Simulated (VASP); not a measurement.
Computed with PBE GGA + U (Dudarev), VASP's PBE PAW potentials (set 64) (plane waves; VASP).

VASP input:

**INCAR**
```
# general
SYSTEM    = CuZn
PREC      = Accurate
ENCUT     = 400
LREAL     = .FALSE.
LASPH     = .TRUE.

# electronic loop
EDIFF     = 1E-6
NELM      = 100
ALGO      = Normal
LMAXMIX   = 4

# smearing
ISMEAR    = 1
SIGMA     = 0.1

# functional
GGA       = PE

# DFT+U
LDAU      = .TRUE.
LDAUTYPE  = 2
LDAUL     = 2 2
LDAUU     = 4.0 4.0
LDAUJ     = 0 0
LDAUPRINT = 1

# ions
ISIF      = 2

# output
LWAVE     = .FALSE.
LCHARG    = .FALSE.
LORBIT    = 10
```

POSCAR:
```
CuZn
1.0
  2.9426450000   0.0000000000   0.0000000000
  0.0000000000   3.0217000000   0.0000000000
  0.0000000000   0.0000000000   2.8630930000
Zn Cu
1 1
Cart
  1.4713225000   1.5108500000   1.4315465000
  0.0830090728   0.0000000000   0.0000000000
```

KPOINTS:
```
kpoints
0
Gamma
11 11 11
```

POTCAR, in this order: Zn Cu (PBE.64 set). Program: vasp_std.

What VASP printed:

File OSZICAR:
```
       N       E                     dE             d eps       ncg     rms          rms(c)
DAV:   1     0.103409515570E+03    0.10341E+03   -0.10013E+04  6760   0.217E+03
DAV:   2    -0.502185366379E+00   -0.10391E+03   -0.10130E+03  6515   0.304E+02
DAV:   3    -0.371331671636E+01   -0.32111E+01   -0.32063E+01  8083   0.727E+01
DAV:   4    -0.373205043946E+01   -0.18734E-01   -0.18733E-01  7418   0.494E+00
DAV:   5    -0.373229529638E+01   -0.24486E-03   -0.24486E-03  8399   0.584E-01    0.694E+00
DAV:   6    -0.346334487821E+01    0.26895E+00   -0.63157E+00  6524   0.653E+01    0.334E+00
DAV:   7    -0.321759647153E+01    0.24575E+00   -0.12974E+00  6662   0.393E+01    0.222E+00
DAV:   8    -0.320914768546E+01    0.84488E-02   -0.35162E-02  7750   0.257E+00    0.903E-01
DAV:   9    -0.320552144755E+01    0.36262E-02   -0.69898E-03  7334   0.195E+00    0.453E-02
DAV:  10    -0.320552960026E+01   -0.81527E-05   -0.24158E-04  9137   0.176E-01    0.338E-02
DAV:  11    -0.320552847114E+01    0.11291E-05   -0.56046E-06  7964   0.442E-02    0.893E-03
DAV:  12    -0.320552791457E+01    0.55656E-06   -0.47225E-07  4139   0.198E-02
   1 F= -.32055279E+01 E0= -.32056635E+01  d E =0.406749E-03
```

**OUTCAR**
```
------------------------ aborting loop because EDIFF is reached ----------------------------------------
  FORCE on cell =-STRESS in cart. coord.  units (eV):
  Direction    XX          YY          ZZ          XY          YZ          ZX
  --------------------------------------------------------------------------------------
  Total        0.0794893     -0.1671528      0.2450417      0.0000000      0.0000000      0.0000000
  in kB        5.0025861    -10.5196106     15.4214743      0.0000000      0.0000000      0.0000000
  external PRESSURE =       3.3014833 kB  Pullay stress =       0.0000000 kB
  volume of cell :       25.46
      direct lattice vectors                 reciprocal lattice vectors
     2.942645000  0.000000000  0.000000000     0.339830323  0.000000000  0.000000000
     0.000000000  3.021700000  0.000000000     0.000000000  0.330939537  0.000000000
     0.000000000  0.000000000  2.863093000     0.000000000  0.000000000  0.349272622
 POSITION                                       TOTAL-FORCE (eV/Angst)
 -----------------------------------------------------------------------------------
      1.47132      1.51085      1.43155         0.349664      0.000000      0.000000
      0.08301      0.00000      0.00000        -0.349664      0.000000      0.000000
 -----------------------------------------------------------------------------------
    total drift:                                0.001375      0.000000      0.000022
  FREE ENERGIE OF THE ION-ELECTRON SYSTEM (eV)
  ---------------------------------------------------
  free  energy   TOTEN  =        -3.2055279146 eV

  energy  without entropy=       -3.2059346634  energy(sigma->0) =       -3.20566350

 total charge

# of ion       s       p       d       tot
------------------------------------------
    1        0.579   0.502   9.803  10.884
    2        0.418   0.364   9.305  10.087
--------------------------------------------------
tot          0.997   0.866  19.108  20.971
```
(Selected blocks of OUTCAR.)

The compound is CuZn in the CsCl type structure. The cell was not relaxed at this level, atoms are displaced from their ideal sites. The run is one of a series of settings (LDAU = .TRUE., LDAUJ = 0 0, LDAUL = 2 2, LDAUTYPE = 2, LDAUU = 4.0 4.0 against the base run), some of them coarse on purpose. The electron count is odd and the run is not spin-polarised, which forces a metal.
